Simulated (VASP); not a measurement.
VASP runs on TlI (space group P6_3mc) share one base input (PBE GGA, plane waves, VASP's PBE PAW potentials (set 64)) and change the settings named in each case.

**INCAR**
```
ALGO = Normal
EDIFF = 1E-6
ENCUT = 300
GGA = PE
ISIF = 2
ISMEAR = -1
LASPH = .TRUE.
LCHARG = .FALSE.
LMAXMIX = 4
LREAL = .FALSE.
LWAVE = .FALSE.
NELM = 100
PREC = Accurate
SIGMA = 0.1
SYSTEM = TlI
```

**POSCAR**
```
TlI
1
    5.5713380000     0.0000000000     0.0000000000
   -2.7856690000     4.8249210000     0.0000000000
    0.0000000000     0.0000000000     9.1245660000
Tl I
2 2
Direct
  0.6666670000   0.3333330000   0.0000000000
  0.3333330000   0.6666670000   0.5000000000
  0.6666670000   0.3333330000   0.6252000000
  0.3333330000   0.6666670000   0.1252000000
```

File KPOINTS:
```
Automatic mesh
0
G
  3 3 2
```

POTCAR, in this order: Tl_d I (PBE.64 set). Program: vasp_std.

```
change                                                                                                                                      E(σ→0) (eV/atom)  pressure (GPa)
------------------------------------------------------------------------------------------------------------------------------------------  ----------------  --------------
base run                                                                                                                                             -2.4840            0.02
GGA = PS                                                                                                                                             -2.6427      (withheld)
GGA_COMPAT = .FALSE., LNONCOLLINEAR = .TRUE., LSORBIT = .TRUE., MAGMOM = 0.0 0.0 0.0 0.0 0.0 0.0 0.0 0.0 0.0 0.0 0.0 0.0, program vasp_ncl           -2.6557           -0.08
KPOINTS 4×4×2 Γ-centred mesh                                                                                                                         -2.4825            0.04
```

### Question
Fill in the missing entries.

### Answer

- GGA = PS, pressure (GPa): -0.76

Energies of different potentials or functionals have different zeros.  Unless said otherwise, spin-orbit coupling is left out, though it shifts the bands of the heavy elements here. At 300 eV the pressure can carry a Pulay error.

Left out are runs that ran out of time, are held back, or changed the cell or the kind of run, fixed moments of cells without a moment, rows past the twelfth, gaps on odd meshes, pressures of charged cells and columns that move by less than the noise.

The structure was generated: TlI was put into an ordered model structure, which need not be its known phase. The cell was not relaxed at this level.
